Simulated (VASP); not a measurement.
Output of a VASP run:

**OSZICAR**
```
       N       E                     dE             d eps       ncg     rms          rms(c)
DAV:   1     0.429661501811E+03    0.42966E+03   -0.23250E+04   500   0.202E+03
DAV:   2    -0.140236820530E+02   -0.44369E+03   -0.43156E+03   604   0.507E+02
DAV:   3    -0.488254628535E+02   -0.34802E+02   -0.34691E+02   576   0.155E+02
DAV:   4    -0.495818521723E+02   -0.75639E+00   -0.75546E+00   840   0.210E+01
DAV:   5    -0.495895364005E+02   -0.76842E-02   -0.76817E-02   607   0.179E+00    0.112E+01
DAV:   6    -0.390964524814E+02    0.10493E+02   -0.47072E+00   758   0.403E+01    0.782E+00
DAV:   7    -0.367309805484E+02    0.23655E+01   -0.30905E+00   791   0.194E+01    0.364E+00
DAV:   8    -0.416420698609E+02   -0.49111E+01   -0.15900E+00   724   0.247E+01    0.148E+00
DAV:   9    -0.360658002924E+02    0.55763E+01   -0.11431E+00   729   0.181E+01    0.126E+00
DAV:  10    -0.369897241116E+02   -0.92392E+00   -0.55727E-01   508   0.640E+00    0.408E-01
DAV:  11    -0.369490984080E+02    0.40626E-01   -0.21434E-02   559   0.223E+00    0.168E-01
DAV:  12    -0.369965987415E+02   -0.47500E-01   -0.13945E-02   523   0.168E+00    0.793E-02
DAV:  13    -0.370012752127E+02   -0.46765E-02   -0.27783E-03   728   0.841E-01    0.320E-02
DAV:  14    -0.370010560661E+02    0.21915E-03   -0.81233E-04   554   0.309E-01    0.400E-02
DAV:  15    -0.370001217406E+02    0.93433E-03   -0.18420E-04   799   0.547E-01    0.158E-02
DAV:  16    -0.370017295889E+02   -0.16078E-02   -0.57677E-04   506   0.290E-01    0.190E-02
DAV:  17    -0.370017339498E+02   -0.43609E-05   -0.31313E-05   642   0.814E-02    0.146E-02
DAV:  18    -0.370017370723E+02   -0.31224E-05   -0.42358E-06   564   0.702E-02    0.756E-03
DAV:  19    -0.370017499958E+02   -0.12923E-04   -0.82349E-06   520   0.616E-02    0.247E-03
DAV:  20    -0.370017504079E+02   -0.41211E-06   -0.23434E-06   383   0.257E-02
   1 F= -.37001750E+02 E0= -.37001750E+02  d E =-.370018E+02
       N       E                     dE             d eps       ncg     rms          rms(c)
DAV:   1    -0.370884567573E+02   -0.86707E-01   -0.16628E+00   550   0.180E+01    0.220E+00
DAV:   2    -0.370132560868E+02    0.75201E-01   -0.28819E-01   556   0.613E+00    0.672E-01
DAV:   3    -0.370047301927E+02    0.85259E-02   -0.13647E-02   603   0.280E+00    0.339E-01
DAV:   4    -0.370004963478E+02    0.42338E-02   -0.56539E-03   753   0.136E+00    0.111E-01
DAV:   5    -0.370009581070E+02   -0.46176E-03   -0.50930E-03   501   0.820E-01    0.710E-02
DAV:   6    -0.370035505723E+02   -0.25925E-02   -0.24404E-03   500   0.533E-01    0.221E-02
DAV:   7    -0.370050500149E+02   -0.14994E-02   -0.28968E-04   538   0.278E-01    0.959E-03
DAV:   8    -0.370050370714E+02    0.12943E-04   -0.11617E-04   512   0.126E-01    0.803E-03
DAV:   9    -0.370051149290E+02   -0.77858E-04   -0.36738E-05   508   0.683E-02    0.341E-03
DAV:  10    -0.370051174810E+02   -0.25520E-05   -0.59289E-06   545   0.253E-02    0.992E-04
DAV:  11    -0.370051186275E+02   -0.11465E-05   -0.10017E-06   406   0.144E-02    0.414E-04
DAV:  12    -0.370051190947E+02   -0.46720E-06   -0.99596E-08   314   0.479E-03
   2 F= -.37005119E+02 E0= -.37005119E+02  d E =-.336869E-02
```

**OUTCAR**
```
------------------------ aborting loop because EDIFF is reached ----------------------------------------
  FORCE on cell =-STRESS in cart. coord.  units (eV):
  Direction    XX          YY          ZZ          XY          YZ          ZX
  --------------------------------------------------------------------------------------
  Total        0.0770216      0.0770216      0.0770216      0.0000000      0.0000000      0.0000000
  in kB        1.8842922      1.8842922      1.8842922      0.0000000      0.0000000      0.0000000
  external PRESSURE =       1.8842922 kB  Pullay stress =       0.0000000 kB
  volume of cell :       65.49
      direct lattice vectors                 reciprocal lattice vectors
     4.030803520 -0.000000000 -0.000000000     0.248089493  0.000000000 -0.000000000
    -0.000000000  4.030803520 -0.000000000     0.000000000  0.248089493 -0.000000000
     0.000000000  0.000000000  4.030803520     0.000000000  0.000000000  0.248089493
 POSITION                                       TOTAL-FORCE (eV/Angst)
 -----------------------------------------------------------------------------------
      0.00000      0.00000      0.00000         0.000000     -0.000000      0.000000
      2.01540      2.01540      2.01540        -0.000000      0.000000      0.000000
      2.01540      0.00000      2.01540         0.000000      0.000000      0.000000
      0.00000      2.01540      2.01540        -0.000000      0.000000      0.000000
      2.01540      2.01540     -0.00000         0.000000     -0.000000      0.000000
 -----------------------------------------------------------------------------------
    total drift:                                0.000000      0.000000     -0.000000
  FREE ENERGIE OF THE ION-ELECTRON SYSTEM (eV)
  ---------------------------------------------------
  free  energy   TOTEN  =       -37.0051190947 eV

  energy  without entropy=      -37.0051190947  energy(sigma->0) =      -37.00511909

 reached required accuracy - stopping structural energy minimisation
```
(Selected blocks of OUTCAR.)

### POSCAR
```
KZnF3
1
    4.0500000000     0.0000000000     0.0000000000
    0.0000000000     4.0500000000     0.0000000000
    0.0000000000     0.0000000000     4.0500000000
K Zn F
1 1 3
Direct
  0.0000000000   0.0000000000   0.0000000000
  0.5000000000   0.5000000000   0.5000000000
  0.5000000000   0.0000000000   0.5000000000
  0.0000000000   0.5000000000   0.5000000000
  0.5000000000   0.5000000000   0.0000000000
```

**Question.** Write an INCAR and KPOINTS that could have produced this output.

**Answer.** Several could match; the one computed here: the input of the run itself, r2SCAN+rVV10, plane waves, VASP's PBE PAW potentials (set 64).

INCAR:
```
! general
SYSTEM   = KZnF3
PREC     = Accurate
ENCUT    = 520   ! plane-wave cut-off (eV)
LREAL    = .FALSE.
LASPH    = .TRUE.   ! aspherical one-centre terms

! electronic loop
EDIFF    = 1E-6
NELM     = 100   ! most electronic steps
ALGO     = Normal
LMAXMIX  = 4
LMIXTAU  = .TRUE.

! smearing
ISMEAR   = 0
SIGMA    = 0.05   ! width (eV)

! functional
METAGGA  = R2SCAN
LUSE_VDW = .TRUE.
BPARAM   = 11.95
CPARAM   = 0.0093

! ions
IBRION   = 2
NSW      = 60   ! most ionic steps
ISIF     = 3   ! ions, shape and volume
EDIFFG   = -0.02   ! ionic stop

! output
LWAVE    = .FALSE.
LCHARG   = .FALSE.
```

### KPOINTS
```
Automatic mesh
0
Gamma
5 5 5
0 0 0
```

POTCAR, in this order: K_sv Zn F (PBE.64 set). Program: vasp_std.

The compound is KZnF3 in the cubic perovskite structure. This run relaxes it. Symmetry was kept, so distortions that lower it aren't found.
